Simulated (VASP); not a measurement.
# TePd with LDA: from relaxation to properties, part 2 of 5

What structure and properties does LDA give TePd, and how near are they to the measured ones? The start is a cell from a database of measured crystal structures.

VASP 6.6.1, plane waves and PAW; the level of theory is named at each step.

Still holding for the runs below: The k-mesh is coarse for a metal.

So far. Step 2 (Relaxing cell and atoms (LDA)): It ends with forces that vanish by symmetry and a pressure of -0.01 GPa. The volume lies -3.1 % from that of the database's start, which holds the thermal and zero-point expansion of its experiment. LDA is known to overbind. Step 3 (Second relaxation): It ends with forces that vanish by symmetry and a pressure of -0.05 GPa. The volume moved by under 0.01 %: the run met its threshold at the first step. The relaxed cell has a = 4.129, c = 5.559 Å (conventional setting).

## (4) Single point with fields (LDA)

Level of this step: LDA; plane waves and PAW (Te, Pd) (VASP).

The relaxed cell gets a fresh self-consistent run, on a basis set for its own volume, to fix the density and to check the remaining stress.

Contents of INCAR:

```
SYSTEM = TePd
PREC = Accurate
ENCUT = 400
EDIFF = 1E-06
NELM = 100
ISMEAR = 0
SIGMA = 0.05
LREAL = .FALSE.
ALGO = Normal
GGA = CA
NBANDS = 22
LASPH = .TRUE.
LORBIT = 11
LWAVE = .FALSE.
LCHARG = .TRUE.
ISIF = 2
LELF = .TRUE.
LVHAR = .TRUE.
```

Contents of POSCAR:

```
TePd
1.0
    4.1285362154      0.0000000000      0.0000000000
   -2.0642681077      3.5754172431      0.0000000000
    0.0000000000      0.0000000000      5.5586431959
Te Pd
2 2
Direct
    0.3333333333      0.6666666667      0.2500000000
    0.6666666667      0.3333333333      0.7500000000
    0.0000000000      0.0000000000      0.0000000000
    0.0000000000      0.0000000000      0.5000000000
```

Contents of KPOINTS:

```
Automatic mesh
0
Gamma
6 6 4
0 0 0
```

PAW data sets: Te and Pd (LDA family, release 64).

Command:

```bash
$ mpirun -np 4 vasp_std
```

What it wrote:

```text
[banner, memory and clock lines left out]
running    4 mpi-ranks, on    1 nodes
 distrk:  each k-point on    4 cores,    1 groups
 distr:  one band on    1 cores,    4 groups

 POSCAR found type information on POSCAR TePd
 POSCAR found :  2 types and       4 ions
 LDA part: xc-table for (Slater(with rela. corr.)+CA(PZ))
 , standard interpolation
|                                                                             |
|           W    W    AA    RRRRR   N    N  II  N    N   GGGG   !!!           |
|           W    W   A  A   R    R  NN   N  II  NN   N  G    G  !!!           |
|           W    W  A    A  R    R  N N  N  II  N N  N  G       !!!           |
|           W WW W  AAAAAA  RRRRR   N  N N  II  N  N N  G  GGG   !            |
|           WW  WW  A    A  R   R   N   NN  II  N   NN  G    G                |
|           W    W  A    A  R    R  N    N  II  N    N   GGGG   !!!           |
|                                                                             |
|     The number of bands has been changed from the values supplied in        |
|     The orbitals not found in the WAVECAR file will be initialized with     |
|     random numbers, which is usually adequate. For correlated               |
|     calculations, however, you should redo the groundstate calculation.     |
|     I found NBANDS = 22. Now, NBANDS = 24.                                  |
|                                                                             |

 POSCAR, INCAR and KPOINTS ok, starting setup
 FFT: planning ... GRIDC
 FFT: planning ... GRID_SOFT
 FFT: planning ... GRID
 WAVECAR not read
 entering main loop
       N       E                     dE             d eps       ncg     rms          rms(c)
DAV:   1     0.145692172690E+03    0.14569E+03   -0.11669E+04  1008   0.944E+02
DAV:   2    -0.166466983296E+02   -0.16234E+03   -0.15160E+03  1200   0.220E+02
DAV:   3    -0.223485595126E+02   -0.57019E+01   -0.56386E+01  1216   0.420E+01
DAV:   4    -0.224272080935E+02   -0.78649E-01   -0.78641E-01  1216   0.527E+00
DAV:   5    -0.224291133009E+02   -0.19052E-02   -0.19052E-02  1248   0.770E-01    0.161E+01
DAV:   6    -0.222029774279E+02    0.22614E+00   -0.42516E-01  1048   0.571E+00    0.937E+00
DAV:   7    -0.221487307362E+02    0.54247E-01   -0.18068E-01  1048   0.373E+00    0.202E+00
DAV:   8    -0.221211758377E+02    0.27555E-01   -0.10351E-01  1024   0.314E+00    0.991E-01
DAV:   9    -0.221213085360E+02   -0.13270E-03   -0.41501E-03  1224   0.348E-01    0.774E-01
DAV:  10    -0.221205300038E+02    0.77853E-03   -0.48794E-03  1056   0.541E-01    0.233E-01
DAV:  11    -0.221203156922E+02    0.21431E-03   -0.30230E-04  1184   0.177E-01    0.199E-01
DAV:  12    -0.221202972171E+02    0.18475E-04   -0.58126E-05  1112   0.386E-02    0.637E-02
DAV:  13    -0.221202901511E+02    0.70660E-05   -0.52227E-06  1216   0.163E-02    0.294E-02
DAV:  14    -0.221202867297E+02    0.34214E-05   -0.45385E-06  1040   0.180E-02    0.889E-03
DAV:  15    -0.221202863928E+02    0.33683E-06   -0.12349E-06   600   0.820E-03
   1 F= -.22120286E+02 E0= -.22116583E+02  d E =-.740670E-02
```

Wall time 11 s (4 MPI ranks of AMD EPYC 7R32 (Zen 2), shared host); peak memory 0.39 GiB.

From OUTCAR (step 4):

```text
 Found     21 irreducible k-points:

   k-points           NKPTS =     21   k-points in BZ     NKDIM =     21   number of bands    NBANDS=     24

   NELECT =      32.0000    total number of electrons

 E-fermi :   9.5217

 k-point     1 :       0.0000    0.0000    0.0000
  band No.  band energies     occupation
    ...
     11       7.3319      2.00000
     12       7.3319      2.00000
     13       8.4093      2.00000
     14       8.4093      2.00000
     15       9.3816      1.99993
     16      10.1219      0.00000
     17      11.4017      0.00000
     18      11.4017      0.00000
     19      11.7582      0.00000
     20      13.0234      0.00000
    ...

 k-point     2 :       0.1667    0.0000    0.0000
  band No.  band energies     occupation
    ...
     11       7.2865      2.00000
     12       7.3334      2.00000
     13       7.3482      2.00000
     14       8.1025      2.00000
     15       9.1791      2.00000
     16      10.0505      0.00000
     17      10.4496      0.00000
     18      11.3257      0.00000
     19      13.0066      0.00000
     20      14.3106      0.00000
    ...

  Total       -0.0271716     -0.0271716     -0.0328906      0.0000000      0.0000000      0.0000000
  in kB       -0.5305591     -0.5305591     -0.6422307      0.0000000      0.0000000      0.0000000
  external PRESSURE =      -0.5677830 kB  Pullay stress =       0.0000000 kB

 POSITION                                       TOTAL-FORCE (eV/Angst)
 -----------------------------------------------------------------------------------
     -0.00000      2.38361      1.38966        -0.000000      0.000000      0.000000
      2.06427      1.19181      4.16898         0.000000      0.000000      0.000000
      0.00000      0.00000      0.00000        -0.000000     -0.000000      0.000000
      0.00000      0.00000      2.77932        -0.000000     -0.000000      0.000000
 -----------------------------------------------------------------------------------
    total drift:                                0.000000     -0.000000      0.000000

  FREE ENERGIE OF THE ION-ELECTRON SYSTEM (eV)
  ---------------------------------------------------
  free  energy   TOTEN  =       -22.1202863928 eV

  energy  without entropy=      -22.1128796924  energy(sigma->0) =      -22.11658304

[... 9 parts as in an earlier step ...]

[... 5 further parts left out ...]
```

Numbers from this step:

| Property | Result |
| --- | --- |
| SCF cycles | 15 |
| bands | 24 |
| pressure | -0.05678 GPa |

Valence electrons inside each PAW sphere by angular momentum. Sphere charges, by row:

| atom | s (e) | p (e) | d (e) | tot (e) |
| --- | --- | --- | --- | --- |
| Te1 | 1.402 | 1.855 | 0.089 | 3.345 |
| Te2 | 1.402 | 1.855 | 0.089 | 3.345 |
| Pd3 | 0.446 | 0.502 | 8.63 | 9.579 |
| Pd4 | 0.446 | 0.502 | 8.63 | 9.579 |

Electrostatic potential energy in the ac plane at fractional y = 0.000, with atoms of Pd within 0.2 Å of it. With pseudopotentials it is smooth inside the atoms' cores, unlike the true potential.

Values in eV, 18 rows by 14 columns, each cell a mean:
```
-66 -62 -41 -15   0   1   2   2   2   1  -3 -22 -52 -64
-54 -47 -25  -7   0   1   0   0   1   1  -1 -11 -35 -49
-23 -17  -6  -1   0  -1  -2  -3  -2   0   0  -1 -10 -19
 -3  -2   0   1   0  -2  -4  -4  -3  -1   1   1  -1  -2
 -1   0   1   1   0  -2  -4  -4  -3  -2   1   1   0   0
-14 -10  -3   0   0  -1  -3  -3  -2  -1   0   0  -5 -11
-43 -36 -17  -4   0   0  -1  -1   0   0  -1  -6 -25 -39
-64 -59 -37 -13   0   1   1   1   1   1  -3 -19 -48 -61
-67 -66 -45 -19   0   1   2   2   2   1  -4 -26 -56 -66
-66 -62 -41 -15   0   1   2   2   2   1  -3 -22 -52 -64
-54 -47 -25  -7   0   1   0   0   1   1  -1 -11 -35 -49
-23 -17  -5  -1   0  -1  -2  -3  -2   0   0  -1 -10 -19
 -3  -2   0   1   0  -2  -4  -4  -3  -1   1   1  -1  -2
 -1   0   1   1   0  -2  -4  -4  -3  -1   1   1   0   0
-14 -10  -3   0   0  -1  -3  -3  -2  -1   0   0  -5 -11
-43 -36 -17  -4   0   0  -1  -1   0   0   0  -6 -25 -39
-64 -59 -37 -13   0   1   1   1   1   1  -3 -19 -48 -61
-67 -66 -45 -19   0   1   2   2   2   1  -4 -26 -56 -66
```
Columns run along a (4.1 Å; values clipped at the 3rd and 97th percentile), rows up along c (5.6 Å). Atoms in or near the plane, at fractional coordinates: Pd at (0.00, 0.00), Pd at (0.00, 0.50).

ELF in the ac plane at fractional y = 0.000, with atoms of Pd within 0.2 Å of it. It is the smooth field of the valence electrons, not physical close to the nuclei.

Values, 18 rows by 14 columns, each cell a mean:
```
0.00 0.02 0.17 0.27 0.23 0.23 0.23 0.23 0.23 0.23 0.25 0.27 0.10 0.01
0.08 0.13 0.25 0.26 0.26 0.32 0.38 0.39 0.36 0.30 0.25 0.27 0.20 0.11
0.26 0.26 0.24 0.24 0.34 0.46 0.56 0.58 0.53 0.43 0.28 0.23 0.25 0.26
0.23 0.22 0.21 0.26 0.41 0.54 0.64 0.65 0.61 0.51 0.34 0.24 0.21 0.22
0.21 0.21 0.22 0.27 0.42 0.56 0.65 0.67 0.63 0.53 0.35 0.25 0.21 0.21
0.26 0.25 0.23 0.24 0.36 0.49 0.59 0.61 0.57 0.46 0.30 0.23 0.23 0.25
0.16 0.20 0.26 0.25 0.28 0.37 0.46 0.47 0.43 0.35 0.25 0.25 0.24 0.18
0.01 0.04 0.20 0.27 0.24 0.25 0.27 0.27 0.26 0.25 0.25 0.27 0.12 0.03
0.00 0.01 0.14 0.27 0.23 0.21 0.19 0.18 0.20 0.21 0.25 0.26 0.06 0.00
0.00 0.02 0.17 0.27 0.23 0.23 0.23 0.23 0.23 0.23 0.25 0.27 0.10 0.01
0.08 0.13 0.25 0.26 0.26 0.32 0.38 0.39 0.36 0.30 0.25 0.27 0.20 0.11
0.26 0.26 0.24 0.24 0.34 0.46 0.56 0.58 0.53 0.43 0.28 0.23 0.25 0.26
0.23 0.22 0.21 0.26 0.41 0.54 0.64 0.65 0.61 0.51 0.34 0.24 0.21 0.22
0.21 0.21 0.22 0.27 0.42 0.56 0.65 0.67 0.63 0.53 0.35 0.25 0.21 0.21
0.26 0.25 0.23 0.24 0.36 0.49 0.59 0.61 0.57 0.46 0.30 0.23 0.23 0.25
0.16 0.20 0.26 0.25 0.28 0.37 0.46 0.47 0.43 0.35 0.25 0.25 0.24 0.18
0.01 0.04 0.20 0.27 0.24 0.25 0.27 0.27 0.26 0.25 0.25 0.27 0.12 0.03
0.00 0.01 0.14 0.27 0.23 0.21 0.19 0.18 0.20 0.21 0.25 0.26 0.06 0.00
```
Columns run along a (4.1 Å), rows up along c (5.6 Å). Atoms in or near the plane, at fractional coordinates: Pd at (0.00, 0.00), Pd at (0.00, 0.50).

Valence density in the ac plane at fractional y = 0.000, with atoms of Pd within 0.2 Å of it. It is the smooth field of the valence electrons, not physical close to the nuclei.

Ten even steps from '_' (0.1 e/Å³) to '@' (5.8 e/Å³), each cell a mean:
```
%%**::..______________..==**
==--..__________________::--
....______________________..
____________________________
____________________________
____________________________
--::..__________________..::
##++::________________..--**
@@##--..______________..==%%
%%**::..______________..==**
==--..__________________::--
....______________________..
____________________________
____________________________
____________________________
--::..__________________..::
##++::________________..--**
@@##--..______________..==%%
```
Columns run along a (4.1 Å), rows up along c (5.6 Å). Atoms in or near the plane, at fractional coordinates: Pd at (0.00, 0.00), Pd at (0.00, 0.50).

In this run the pressure is -0.06 GPa, small enough to go on.

## (5) Band structure (LDA)

The mesh alone shows little of the dispersion and can miss band extrema, so KPOINTS_OPT adds a path through the symmetry points after the self-consistent cycle.

Contents of INCAR:

```
SYSTEM = TePd
PREC = Accurate
ENCUT = 400
EDIFF = 1E-06
NELM = 100
ISMEAR = 0
SIGMA = 0.05
LREAL = .FALSE.
ALGO = Normal
GGA = CA
NBANDS = 30
LASPH = .TRUE.
LORBIT = 11
LWAVE = .FALSE.
LCHARG = .FALSE.
KPAR = 4
```

POSCAR is that of step 4.

KPOINTS is that of step 4.

Contents of KPOINTS_OPT:

```
Line mode
16
Line-mode
Reciprocal
  0.00000000   0.00000000   0.00000000 GAMMA
  0.50000000   0.00000000   0.00000000 M

  0.50000000   0.00000000   0.00000000 M
  0.33333333   0.33333333   0.00000000 K

  0.33333333   0.33333333   0.00000000 K
  0.00000000   0.00000000   0.00000000 GAMMA

  0.00000000   0.00000000   0.00000000 GAMMA
  0.00000000   0.00000000   0.50000000 A

  0.00000000   0.00000000   0.50000000 A
  0.50000000   0.00000000   0.50000000 L

  0.50000000   0.00000000   0.50000000 L
  0.33333333   0.33333333   0.50000000 H

  0.33333333   0.33333333   0.50000000 H
  0.00000000   0.00000000   0.50000000 A

  0.50000000   0.00000000   0.50000000 L
  0.50000000   0.00000000   0.00000000 M

  0.33333333   0.33333333   0.00000000 K
  0.33333333   0.33333333   0.50000000 H
```

Command:

```bash
$ mpirun -np 4 vasp_std
```

What it wrote:

```text
[... set-up lines as in an earlier step ...]
 entering main loop
       N       E                     dE             d eps       ncg     rms          rms(c)
DAV:   1     0.145350903711E+03    0.14535E+03   -0.11527E+04  1260   0.763E+02
DAV:   2    -0.163713949431E+02   -0.16172E+03   -0.15047E+03  1442   0.191E+02
DAV:   3    -0.223488688084E+02   -0.59775E+01   -0.58984E+01  1530   0.362E+01
DAV:   4    -0.224269269700E+02   -0.78058E-01   -0.78035E-01  1422   0.451E+00
DAV:   5    -0.224291090891E+02   -0.21821E-02   -0.21821E-02  1496   0.742E-01    0.161E+01
DAV:   6    -0.222031635391E+02    0.22595E+00   -0.33566E-01  1428   0.457E+00    0.936E+00
DAV:   7    -0.221499229248E+02    0.53241E-01   -0.11362E-01  1344   0.302E+00    0.209E+00
DAV:   8    -0.221213368862E+02    0.28586E-01   -0.85182E-02  1386   0.257E+00    0.973E-01
DAV:   9    -0.221213981109E+02   -0.61225E-04   -0.34738E-03  1482   0.279E-01    0.777E-01
DAV:  10    -0.221204236199E+02    0.97449E-03   -0.40900E-03  1380   0.417E-01    0.216E-01
DAV:  11    -0.221203019665E+02    0.12165E-03   -0.18569E-04  1458   0.118E-01    0.187E-01
DAV:  12    -0.221202930939E+02    0.88726E-05   -0.25350E-05  1434   0.217E-02    0.660E-02
DAV:  13    -0.221202889077E+02    0.41862E-05   -0.21580E-06  1366   0.104E-02    0.353E-02
DAV:  14    -0.221202867614E+02    0.21463E-05   -0.21322E-06  1220   0.109E-02    0.140E-02
DAV:  15    -0.221202864022E+02    0.35918E-06   -0.81077E-07   762   0.647E-03
   1 F= -.22120286E+02 E0= -.22116583E+02  d E =-.740661E-02
 Start KPOINTS_OPT (optional k-point list driver)
k-point batch [1-21\144]
       N       E                     dE             ncg
DAV:   1     0.685780975616E+04   -0.40961E+04     1260
DAV:   2     0.348741172843E+04   -0.33704E+04     1434
DAV:   3     0.336100262408E+04   -0.12641E+03     1582
DAV:   4     0.335926307376E+04   -0.17396E+01     1440
DAV:   5     0.335921119555E+04   -0.51878E-01     1536
DAV:   6     0.335920916223E+04   -0.20333E-02     1496
DAV:   7     0.335920907619E+04   -0.86045E-04     1556
DAV:   8     0.335920907239E+04   -0.38003E-05     1256
DAV:   9     0.335920907215E+04   -0.23473E-06      990
[...]
k-point batch [127-144\144]
       N       E                     dE             ncg
DAV:   1     0.826897675772E+04   -0.10670E+05     1080
DAV:   2     0.537213535758E+04   -0.28968E+04     1252
DAV:   3     0.527117546625E+04   -0.10096E+03     1310
DAV:   4     0.526979643472E+04   -0.13790E+01     1274
DAV:   5     0.526975613145E+04   -0.40303E-01     1310
DAV:   6     0.526975458422E+04   -0.15472E-02     1298
DAV:   7     0.526975451936E+04   -0.64857E-04     1296
DAV:   8     0.526975451668E+04   -0.26885E-05     1040
DAV:   9     0.526975451650E+04   -0.18015E-06      846
```

The job ended after 48 s (4 MPI ranks; peak memory 0.66 GiB).

OUTCAR, selected parts (step 5):

```text
   k-points           NKPTS =     21   k-points in BZ     NKDIM =     21   number of bands    NBANDS=     30

   NELECT =      32.0000    total number of electrons

 E-fermi :   9.5217

 k-point     1 :       0.0000    0.0000    0.0000
  band No.  band energies     occupation
    ...
     11       7.3319      2.00000
     12       7.3319      2.00000
     13       8.4093      2.00000
     14       8.4093      2.00000
     15       9.3816      1.99993
     16      10.1218      0.00000
     17      11.4017      0.00000
     18      11.4017      0.00000
     19      11.7582      0.00000
     20      13.0234      0.00000
    ...

  Total       -0.0280229     -0.0280229     -0.0340514     -0.0000000      0.0000000      0.0000000
  in kB       -0.5471817     -0.5471817     -0.6648956     -0.0000000      0.0000000      0.0000000
  external PRESSURE =      -0.5864197 kB  Pullay stress =       0.0000000 kB

 POSITION                                       TOTAL-FORCE (eV/Angst)
 -----------------------------------------------------------------------------------
     -0.00000      2.38361      1.38966        -0.000000     -0.000000      0.000000
      2.06427      1.19181      4.16898         0.000000      0.000000      0.000000
      0.00000      0.00000      0.00000        -0.000000      0.000000      0.000000
      0.00000      0.00000      2.77932        -0.000000      0.000000      0.000000
 -----------------------------------------------------------------------------------
    total drift:                                0.000000     -0.000000      0.000000

  FREE ENERGIE OF THE ION-ELECTRON SYSTEM (eV)
  ---------------------------------------------------
  free  energy   TOTEN  =       -22.1202864022 eV

  energy  without entropy=      -22.1128797925  energy(sigma->0) =      -22.11658310

[... 11 parts as in an earlier step ...]

[... 5 further parts left out ...]
```

Spin-orbit coupling is off here; with elements this heavy it splits and shifts levels by tenths of an eV or more.

Numbers from this step:

* bands: 30
* pressure: -0.05864 GPa

Electronic bands along the path, in eV, zero at the Fermi level; # counts the bands kept, so #1 is VASP's band 3:

```
          point    #11    #12    #13    #14    #15    #16   #17   #18
              Γ  -1.11  -1.11  -0.14   0.60   1.88   1.88  2.24  3.50
0.53 of the way  -2.18  -1.93  -0.76  -0.36   1.07   1.97  3.63  5.26
              M  -2.36  -2.24  -2.17  -1.58   0.97   2.40  3.93  4.03
0.53 of the way  -2.24  -2.23  -2.20  -0.97   0.18   0.70  3.49  4.75
              K  -2.25  -2.25  -1.17  -1.17  -0.44  -0.44  3.18  5.93
0.53 of the way  -2.19  -1.88  -0.67   0.55   0.71   0.95  4.66  4.81
              Γ  -1.11  -1.11  -0.14   0.60   1.88   1.88  2.24  3.50
0.53 of the way  -1.06  -0.80  -0.15  -0.15   1.63   1.63  3.16  4.58
              A  -1.86  -1.86   0.93   0.93   0.93   0.93  4.56  4.56
0.53 of the way  -1.66  -1.66  -0.27  -0.27   0.15   0.15  3.93  3.93
              L  -2.73  -2.73  -0.44  -0.44   0.53   0.53  3.49  3.49
0.47 of the way  -2.68  -2.68  -1.41  -1.41   1.63   1.63  4.06  4.06
              H  -2.39  -2.39  -2.01  -2.01   2.27   2.27  5.45  5.45
0.53 of the way  -1.32  -1.32  -1.20  -1.20   0.68   0.68  4.57  4.57
              A  -1.86  -1.86   0.93   0.93   0.93   0.93  4.56  4.56
      jump to L  -2.73  -2.73  -0.44  -0.44   0.53   0.53  3.49  3.49
0.53 of the way  -2.46  -2.38  -1.74  -0.96   1.25   1.28  2.78  4.05
              M  -2.36  -2.24  -2.17  -1.58   0.97   2.40  3.93  4.03
      jump to K  -2.25  -2.25  -1.17  -1.17  -0.44  -0.44  3.18  5.93
0.53 of the way  -2.38  -2.38  -1.78  -1.78   1.02   1.02  4.28  5.98
              H  -2.39  -2.39  -2.01  -2.01   2.27   2.27  5.45  5.45
```

Of the projections kept (Te, Pd), the largest for each band there; the rest of the weight can lie on other orbitals:

| point | #11 | #12 | #13 | #14 | #15 | #16 | #17 | #18 |
| --- | --- | --- | --- | --- | --- | --- | --- | --- |
| Γ | Te 0.80 | Te 0.80 | Pd 0.93 | Te 0.97 | Pd 0.56 | Pd 0.56 | Pd 0.53 | Pd 0.60 |
| M | Pd 0.99 | Pd 0.99 | Pd 1.00 | Pd 0.83 | Pd 0.74 | Te 0.58 | Pd 0.73 | Pd 0.60 |
| K | Pd 0.99 | Pd 0.97 | Pd 0.74 | Pd 0.74 | Pd 0.68 | Pd 0.68 | Pd 0.86 | Te 0.53 |
| Γ | Te 0.80 | Te 0.80 | Pd 0.93 | Te 0.97 | Pd 0.56 | Pd 0.56 | Pd 0.53 | Pd 0.60 |
| A | Pd 0.59 | Pd 0.59 | Pd 0.51 | Pd 0.51 | Pd 0.51 | Pd 0.51 | Pd 0.59 | Pd 0.59 |
| L | Pd 0.96 | Pd 0.96 | Pd 0.64 | Pd 0.64 | Pd 0.58 | Pd 0.58 | Te 0.51 | Te 0.51 |

There is no gap at this level.

(Continued in part 3 of 5.)

[Lines on the potential files, build, host, timing and source positions are cut from VASP's logs without a mark.]

[Logs are printed without paths, hosts, clocks, repeated set-up lines and the standing remarks that a program may print on its own settings, such as how far it seeks lower states.]

[Hosts, paths, dates, database ids (printed as entryN), source tags and the programs' standing remarks are cut or masked in the printed files.]

[A measured line is paired with the nearest computed mode of its activity, which favours agreement.]
